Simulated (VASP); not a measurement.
# Band edges against the vacuum: AlN(110), part 3 of 3

Where do the bulk band edges lie against the vacuum outside AlN(110)? The cell is generated by rule, not measured, and may not be a known phase.

VASP 6.6.1, plane waves and PAW; the level of theory is named at each step.

So far, gap on the k-mesh (eV): step 3 (band edges of the bulk) 3.36.

The structure was built from a prototype and need not be the compound's stable phase.

## (5) Potential and states of the slab

Level of this step: PBE; plane waves and PAW (Al, N) (VASP).

A static run writes the electrostatic potential without exchange and correlation (LVHAR), which is flat in the vacuum and gives the level to count from. The dipole correction cancels the field that unlike faces would set up across the vacuum.

Input file INCAR:

```
SYSTEM = AlN
PREC = Normal
ENCUT = 440
EDIFF = 1E-06
NELM = 120
ISMEAR = 0
SIGMA = 0.03
LREAL = Auto
ALGO = Fast
GGA = PE
NBANDS = 54
LORBIT = 11
LWAVE = .FALSE.
LCHARG = .TRUE.
KPAR = 4
IDIPOL = 3
LDIPOL = .TRUE.
DIPOL = 0.5 0.5 0.5
LVHAR = .TRUE.
LVACPOTAV = .TRUE.
NEDOS = 1500
```

Input file POSCAR:

```
AlN
1.0
    3.1120094763      0.0000000000      0.0000000000
    0.0000000000      4.4010460076      0.0000000000
    0.0000000000      0.0000000000     28.4480379052
Al N
9 9
Direct
    0.0000000000      0.0407246486      0.2879270479
    0.5000000000      0.4971922308      0.3338897633
    0.0000000000      0.9965267609      0.3907185123
    0.5000000000      0.4951469092      0.4450523756
    0.0000000000      0.9954286199      0.5000000000
    0.5000000000      0.4951469092      0.5549476244
    0.0000000000      0.9965267609      0.6092814877
    0.5000000000      0.4971922308      0.6661102367
    0.0000000000      0.0407246486      0.7120729521
    0.0000000000      0.7432602739      0.3351631835
    0.5000000000      0.2385937997      0.2812862689
    0.0000000000      0.7455510503      0.4451545543
    0.5000000000      0.2473898430      0.3901744665
    0.0000000000      0.7455510503      0.5548454457
    0.5000000000      0.2458003475      0.5000000000
    0.0000000000      0.7432602739      0.6648368165
    0.5000000000      0.2473898430      0.6098255335
    0.5000000000      0.2385937997      0.7187137311
```

Input file KPOINTS:

```
Automatic mesh
0
Gamma
8 6 1
0 0 0
```

Input file KPOINTS_OPT:

```
Line mode
14
Line-mode
Reciprocal
  0.00000000   0.00000000   0.00000000 GAMMA
  0.50000000   0.00000000   0.00000000 X

  0.50000000   0.00000000   0.00000000 X
  0.50000000   0.50000000   0.00000000 S

  0.50000000   0.50000000   0.00000000 S
  0.00000000   0.50000000   0.00000000 Y

  0.00000000   0.50000000   0.00000000 Y
  0.00000000   0.00000000   0.00000000 GAMMA

  0.00000000   0.00000000   0.00000000 GAMMA
  0.50000000   0.50000000   0.00000000 S
```

The projector-augmented-wave data sets are Al and N (PBE family, release 64).

On the command line:

```bash
$ mpirun -np 4 vasp_std
```

What it wrote:

```text
[... set-up lines as in an earlier step ...]
 entering main loop
       N       E                     dE             d eps       ncg     rms          rms(c)
DAV:   1     0.424442193182E+03    0.42444E+03   -0.27671E+04  2192   0.966E+02
DAV:   2    -0.855677012428E+02   -0.51001E+03   -0.49007E+03  2954   0.240E+02
DAV:   3    -0.151566643339E+03   -0.65999E+02   -0.65259E+02  2656   0.900E+01
DAV:   4    -0.153685809011E+03   -0.21192E+01   -0.21145E+01  2744   0.194E+01
DAV:   5    -0.153743701872E+03   -0.57893E-01   -0.57861E-01  2920   0.292E+00    0.263E+01
RMM:   6    -0.129918591005E+03    0.23825E+02   -0.75688E+01  2399   0.266E+01    0.883E+00
RMM:   7    -0.130082304668E+03   -0.16371E+00   -0.83254E+00  2667   0.111E+01    0.636E+00
RMM:   8    -0.129840365324E+03    0.24194E+00   -0.99138E-01  2668   0.361E+00    0.109E+00
RMM:   9    -0.129830798223E+03    0.95671E-02   -0.25550E-01  2832   0.156E+00    0.661E-01
RMM:  10    -0.129833913937E+03   -0.31157E-02   -0.11760E-01  2760   0.106E+00    0.398E-01
RMM:  11    -0.129831279105E+03    0.26348E-02   -0.22724E-02  2679   0.589E-01    0.106E-01
RMM:  12    -0.129831522339E+03   -0.24323E-03   -0.85485E-03  2936   0.261E-01    0.703E-02
RMM:  13    -0.129832788027E+03   -0.12657E-02   -0.25913E-03  2810   0.147E-01    0.478E-02
RMM:  14    -0.129833349009E+03   -0.56098E-03   -0.83341E-04  3014   0.794E-02    0.409E-02
RMM:  15    -0.129834130511E+03   -0.78150E-03   -0.67830E-04  2788   0.822E-02    0.313E-02
RMM:  16    -0.129834277728E+03   -0.14722E-03   -0.12735E-04  2809   0.375E-02    0.110E-02
RMM:  17    -0.129834426985E+03   -0.14926E-03   -0.11479E-04  2846   0.290E-02    0.108E-02
RMM:  18    -0.129834570420E+03   -0.14344E-03   -0.28470E-05  2797   0.166E-02    0.286E-03
RMM:  19    -0.129834681545E+03   -0.11112E-03   -0.20593E-05  2726   0.115E-02    0.715E-03
RMM:  20    -0.129834736765E+03   -0.55220E-04   -0.10154E-05  2784   0.904E-03    0.114E-03
RMM:  21    -0.129834764878E+03   -0.28114E-04   -0.38196E-06  2286   0.497E-03    0.250E-03
RMM:  22    -0.129834774111E+03   -0.92330E-05   -0.11500E-06  2168   0.299E-03    0.446E-04
RMM:  23    -0.129834775294E+03   -0.11827E-05   -0.22627E-07  1875   0.137E-03    0.245E-04
RMM:  24    -0.129834776758E+03   -0.14642E-05   -0.96866E-08  1484   0.868E-04    0.201E-04
RMM:  25    -0.129834776915E+03   -0.15687E-06   -0.35681E-08  1343   0.829E-04
 -----------------------------------------------------------------------------
|                                                                             |
|           W    W    AA    RRRRR   N    N  II  N    N   GGGG   !!!           |
|           W    W   A  A   R    R  NN   N  II  NN   N  G    G  !!!           |
|           W    W  A    A  R    R  N N  N  II  N N  N  G       !!!           |
|           W WW W  AAAAAA  RRRRR   N  N N  II  N  N N  G  GGG   !            |
|           WW  WW  A    A  R   R   N   NN  II  N   NN  G    G                |
|           W    W  A    A  R    R  N    N  II  N    N   GGGG   !!!           |
|                                                                             |
|     Did not find any points to average over, which means that no vacuum     |
|     field-free region was found. Please increase the size of  your cell     |
|     in the dimension of the dipole correction to obtain accurate            |
|     workfunction values.                                                    |
|                                                                             |
 -----------------------------------------------------------------------------

   1 F= -.12983478E+03 E0= -.12983478E+03  d E =-.843452E-11
 Start KPOINTS_OPT (optional k-point list driver)
k-point batch [1-20\70]
       N       E                     dE             ncg
DAV:   1     0.205405354407E+04   -0.27029E+05     2168
DAV:   2    -0.626539408396E+04   -0.83194E+04     2920
DAV:   3    -0.740786061845E+04   -0.11425E+04     2616
DAV:   4    -0.744621190849E+04   -0.38351E+02     2568
DAV:   5    -0.744736638163E+04   -0.11545E+01     2848
DAV:   6    -0.744740230066E+04   -0.35919E-01     2712
DAV:   7    -0.744740387937E+04   -0.15787E-02     2928
DAV:   8    -0.744740394686E+04   -0.67484E-04     2648
DAV:   9    -0.744740394929E+04   -0.24391E-05     1936
DAV:  10    -0.744740394954E+04   -0.24112E-06     1640
[...]
k-point batch [61-70\70]
       N       E                     dE             ncg
DAV:   1     0.200888030790E+04   -0.16962E+05     1080
DAV:   2    -0.216034932478E+04   -0.41692E+04     1492
DAV:   3    -0.269979598317E+04   -0.53945E+03     1312
DAV:   4    -0.271683758708E+04   -0.17042E+02     1376
DAV:   5    -0.271731027090E+04   -0.47268E+00     1432
DAV:   6    -0.271732651623E+04   -0.16245E-01     1464
DAV:   7    -0.271732724603E+04   -0.72980E-03     1496
DAV:   8    -0.271732727270E+04   -0.26671E-04     1312
DAV:   9    -0.271732727414E+04   -0.14347E-05     1056
DAV:  10    -0.271732727428E+04   -0.14020E-06      768
```

Elapsed: 4.3 min, on 4 MPI ranks of AMD EPYC 7R43, shared host; peak memory 1.9 GiB.

Parts of OUTCAR (step 5):

```text
   NELECT =      72.0000    total number of electrons

 dipolmoment           0.000000      0.000000     -0.000000 electrons x Angstroem

 E-fermi :   0.3836

 k-point     1 :       0.0000    0.0000    0.0000
  band No.  band energies     occupation
    ...
     32      -0.4473      2.00000
     33      -0.3445      2.00000
     34      -0.3105      2.00000
     35      -0.0925      2.00000
     36      -0.0468      2.00000
     37       2.9077      0.00000
     38       3.1214      0.00000
     39       3.3147      0.00000
     40       4.0791      0.00000
     41       4.5578      0.00000
    ...

  Total        1.6268127     -1.4069171     -2.0768667      0.0000000      0.0000000      0.0000000
  in kB        6.6895824     -5.7853544     -8.5402398      0.0000000      0.0000000      0.0000000
  external PRESSURE =      -2.5453373 kB  Pullay stress =       0.0000000 kB

 POSITION                                       TOTAL-FORCE (eV/Angst)
 -----------------------------------------------------------------------------------
      0.00000      0.17923      8.19096         0.000000     -0.011626      0.013262
      1.55600      2.18817      9.49851         0.000000     -0.005914     -0.011235
      0.00000      4.38576     11.11518         0.000000      0.006696      0.011561
      1.55600      2.17916     12.66087         0.000000     -0.004958     -0.003018
      0.00000      4.38093     14.22402         0.000000      0.027031      0.000000
      1.55600      2.17916     15.78717         0.000000     -0.004958      0.003018
      0.00000      4.38576     17.33286         0.000000      0.006696     -0.011561
      1.55600      2.18817     18.94953         0.000000     -0.005914      0.011235
      0.00000      0.17923     20.25708         0.000000     -0.011626     -0.013262
      0.00000      3.27112      9.53473         0.000000      0.003906      0.026543
      1.55600      1.05006      8.00204         0.000000     -0.002598     -0.006068
      0.00000      3.28120     12.66377         0.000000      0.002506      0.012786
      1.55600      1.08877     11.09970        -0.000000     -0.001843      0.030199
      0.00000      3.28120     15.78426         0.000000      0.002506     -0.012786
      1.55600      1.08178     14.22402         0.000000      0.000632      0.000000
      0.00000      3.27112     18.91330         0.000000      0.003906     -0.026543
      1.55600      1.08877     17.34834        -0.000000     -0.001843     -0.030199
      1.55600      1.05006     20.44600         0.000000     -0.002598      0.006068
 -----------------------------------------------------------------------------------
    total drift:                                0.000000      0.053771     -0.000022

  FREE ENERGIE OF THE ION-ELECTRON SYSTEM (eV)
  ---------------------------------------------------
  free  energy   TOTEN  =      -129.8347769150 eV

  energy  without entropy=     -129.8347769150  energy(sigma->0) =     -129.83477692

 vacuum level on the upper side and lower side of the slab         5.862         5.862

[... 7 parts as in an earlier step ...]

[... 10 further parts left out ...]
```

Numbers from this step:

* electronic cycles: 25
* Fermi energy: 0.3836 eV
* least gap on mesh and path: 2.650 eV
* least direct gap on mesh and path: 2.786 eV
* vacuum levels: 5.862, 5.862 eV
* ionisation potentials of the upper and lower face: 5.604, 5.604 eV
* electron affinities of the upper and lower face: 2.954, 2.954 eV

Electronic bands along the path, in eV, zero at the valence-band top; v1 is the highest filled band, c1 the lowest empty one:

| point | v4 | v3 | v2 | v1 | c1 | c2 | c3 | c4 |
| --- | --- | --- | --- | --- | --- | --- | --- | --- |
| Γ | -0.60 | -0.57 | -0.35 | -0.30 | 2.65 | 2.86 | 3.06 | 3.82 |
| 0.54 of the way | -1.36 | -1.00 | -0.31 | -0.24 | 3.77 | 3.80 | 4.37 | 4.56 |
| X | -1.40 | -1.35 | -0.11 | -0.06 | 2.72 | 3.13 | 3.15 | 4.10 |
| 0.46 of the way | -1.37 | -1.27 | -0.08 | -0.03 | 3.55 | 3.71 | 4.12 | 4.48 |
| S | -1.15 | -1.10 | -0.07 | 0.00 | 4.17 | 4.20 | 5.47 | 5.68 |
| 0.46 of the way | -1.09 | -1.06 | -0.13 | -0.11 | 4.23 | 4.25 | 6.18 | 6.30 |
| Y | -1.06 | -1.00 | -0.36 | -0.35 | 3.81 | 3.82 | 5.28 | 5.61 |
| 0.54 of the way | -0.81 | -0.80 | -0.37 | -0.34 | 3.31 | 3.37 | 3.76 | 4.42 |
| Γ | -0.60 | -0.57 | -0.35 | -0.30 | 2.65 | 2.86 | 3.06 | 3.82 |
| 0.46 of the way | -1.00 | -0.87 | -0.24 | -0.19 | 3.83 | 3.86 | 5.08 | 5.19 |
| S | -1.15 | -1.10 | -0.07 | 0.00 | 4.17 | 4.20 | 5.47 | 5.68 |

Of the projections kept (Al, N), the largest for each band there; the rest of the weight can lie on other orbitals:

| point | v4 | v3 | v2 | v1 | c1 | c2 | c3 | c4 |
| --- | --- | --- | --- | --- | --- | --- | --- | --- |
| Γ | N 0.95 | N 0.97 | N 0.98 | N 0.98 | N 0.69 | N 0.74 | Al 0.55 | N 0.54 |
| X | N 0.88 | N 0.86 | N 0.93 | N 0.94 | Al 0.70 | Al 0.63 | Al 0.70 | Al 0.50 |
| S | N 0.88 | N 0.89 | N 0.94 | N 0.95 | Al 0.71 | Al 0.68 | N 0.84 | N 0.88 |
| Y | N 0.86 | N 0.88 | N 0.96 | N 0.96 | N 0.59 | N 0.60 | N 0.69 | N 0.69 |
| Γ | N 0.95 | N 0.97 | N 0.98 | N 0.98 | N 0.69 | N 0.74 | Al 0.55 | N 0.54 |
| S | N 0.88 | N 0.89 | N 0.94 | N 0.95 | Al 0.71 | Al 0.68 | N 0.84 | N 0.88 |

The planar average of the electrostatic potential oscillates, so the rows of the table below give means over windows of 1.52 Å about each position, cut where the curve ends. Its maxima inside the range that stand out by 2 % of the span (Å: eV): 8.8: -3.72, 10.3: -1.12, 11.9: -1.61, 13.5: -1.48, 15.0: -1.48, 16.6: -1.61, 18.1: -1.12, 19.6: -3.72. Its minima: 8.2: -10.5, 9.5: -11.4, 11.1: -11.1, 12.7: -11.1, 14.2: -11.1, 15.7: -11.1, 17.4: -11.1, 19.0: -11.4, 20.3: -10.5.

Zero at the Fermi level. The planar average of the electrostatic potential by height; means over each step:

| height (Å) | planar average of the electrostatic potential (eV) |
| --- | --- |
| 0.76 | 5.48 |
| 2.28 | 5.48 |
| 3.80 | 5.48 |
| 5.32 | 5.46 |
| 6.84 | 3.73 |
| 8.36 | -6.87 |
| 9.88 | -6.41 |
| 11.40 | -6.48 |
| 12.92 | -6.51 |
| 14.44 | -6.51 |
| 15.96 | -6.57 |
| 17.48 | -6.42 |
| 19.00 | -7.15 |
| 20.52 | -5.22 |
| 22.04 | 4.98 |
| 23.56 | 5.47 |
| 25.08 | 5.48 |
| 26.60 | 5.48 |
| 28.12 | 5.48 |

Density of states in the PAW spheres, an atom over height of the layer and energy from the Fermi level.

Ten even steps from '_' (0.00 states/eV) to '@' (1.50 states/eV), each cell a mean:
```
______________________
::__________________::
@@__..__________..__@@
______________________
==__::----------::__==
**..--------------..**
==..------::------..==
--__::----------::__--
::__..::..::..::..__::
::__..............__::
..__..............__..
..__..__________..__..
..__..__________..__..
....::..........::....
..__::::::::::::::__..
____..............____
______________________
______________________
______________________
______________________
______________________
______________________
```
Columns: height of the layer (Å) from 8 to 20.4 (not evenly spaced); rows upwards: energy from the Fermi level (eV) from -7.9 to 0.5.

Electrostatic potential energy in the cb plane at fractional x = 0.000, with atoms of Al and N within 0.2 Å of it. With pseudopotentials it is smooth inside the atoms' cores, unlike the true potential.

Ten even steps from '0' (-62 eV) to '9' (6 eV), each cell a mean:
```
99999999999999999998741158887300388886100588
99999999999999999999876786458744785468645774
99999999999999999999998983327888862338888843
99999999999999999999999984238999973249999952
99999999999999999999999998679999997689999986
99999999999999999999999999999999999999999999
99999999999999999999999999999999999999999999
99999999999999999999999999999999999999999999
99999999999999999999988889999999999999999999
99999999999999999999874478998877889998777899
99999999999999999999730047998511589987313689
99999999999999999998710037997200279986000489
```
Columns run along c (16.0 Å, from fractional 0.00 to 0.57 of the cell; values clipped at the 3rd and 97th percentile), rows up along b (4.4 Å). Atoms in or near the plane, at fractional coordinates: Al at (0.29, 0.04), Al at (0.39, 0.00), Al at (0.50, 0.00), N at (0.34, 0.74), N at (0.45, 0.75), N at (0.55, 0.75).

Valence density in the cb plane at fractional x = 0.000, with atoms of Al and N within 0.2 Å of it. It is the smooth field of the valence electrons, not physical close to the nuclei.

Values in e/Å³, 7 rows by 16 columns, each cell a mean:
```
0.0 0.0 0.0 0.0 0.0 0.0 0.0 0.1 0.3 1.1 0.5 0.2 1.0 0.7 0.2 0.9
0.0 0.0 0.0 0.0 0.0 0.0 0.0 0.0 0.4 3.0 1.1 0.3 2.6 1.6 0.2 2.2
0.0 0.0 0.0 0.0 0.0 0.0 0.0 0.0 0.2 1.6 0.6 0.1 1.4 0.8 0.1 1.2
0.0 0.0 0.0 0.0 0.0 0.0 0.0 0.0 0.1 0.3 0.1 0.1 0.2 0.2 0.1 0.2
0.0 0.0 0.0 0.0 0.0 0.0 0.0 0.1 0.1 0.1 0.1 0.1 0.1 0.1 0.1 0.1
0.0 0.0 0.0 0.0 0.0 0.0 0.0 0.1 0.1 0.1 0.1 0.1 0.1 0.1 0.2 0.1
0.0 0.0 0.0 0.0 0.0 0.0 0.0 0.1 0.1 0.2 0.1 0.1 0.2 0.2 0.1 0.2
```
Columns run along c (16.0 Å, from fractional 0.00 to 0.57 of the cell), rows up along b (4.4 Å). Atoms in or near the plane, at fractional coordinates: Al at (0.29, 0.04), Al at (0.39, 0.00), Al at (0.50, 0.00), N at (0.34, 0.74), N at (0.45, 0.75), N at (0.55, 0.75).

The map of layer states is cut here 0.5 eV above the Fermi level, so it leaves out the states above that.

The vacuum level lies 5.60 eV above the highest filled level at the upper face; both faces agree, as the slab has next to no dipole.

The program found no field-free point at its default tolerance, but its printed level agrees with the flat part of the planar average.

## (6) Lining up bulk and slab

This step: band edges against the vacuum, PBE; plane waves and PAW (VASP 6.6.1).

Derived from the runs above.

This step gave:

* ionisation energy: 6.200 eV
* offset spread: 0.02500 eV
* bulk gap: 3.357 eV
* slab gap: 2.650 eV
* electron affinity: 2.843 eV
* buckling: 0.1889 Å
* tilt: 12.24 degree
* surface energy, relaxed: 2.240 J/m²

The averaged core potentials of the four middle atoms lie -6.097 eV from those of the bulk run. The bulk valence top (5.759 eV), moved by that offset, is taken from the upper vacuum level (5.862 eV).

## (7) Outcome

| Quantity | Value |
| --- | --- |
| ionisation energy | 6.20 eV |
| electron affinity | 2.84 eV |
| buckling | 0.189 Å |
| surface energy, relaxed | 2.24 J/m² |

**Reading.** The bulk valence-band top lies 6.20 eV below the vacuum of AlN(110), and the conduction-band bottom 2.84 eV. The top layer buckles by 0.19 Å, a tilt of 12°, with N outermost. The surface costs 2.24 J/m². The slab's least gap is 2.65 eV, against 3.36 eV in the bulk. Confinement widens it, surface states can narrow it, and the two gaps need not lie at the same wave vector; the faces' own affinities count to the slab's lowest empty state. The offsets of the four middle atoms spread by 0.02 eV; a shift common to all four would not show in it. The bulk edges are read on a mesh, so a band minimum between its points makes the gap too large and the affinity too small. One thickness was run. Semilocal band edges put the valence top too high and the gap too small.

[Lines on the potential files, build, host, timing and source positions are cut from VASP's logs without a mark.]

[Logs are printed without paths, hosts, clocks, repeated set-up lines and the standing remarks that a program may print on its own settings, such as how far it seeks lower states.]

[Hosts, paths, dates, database ids (printed as entryN), source tags and the programs' standing remarks are cut or masked in the printed files.]

[Runs that stopped without an error message from VASP are left out.]
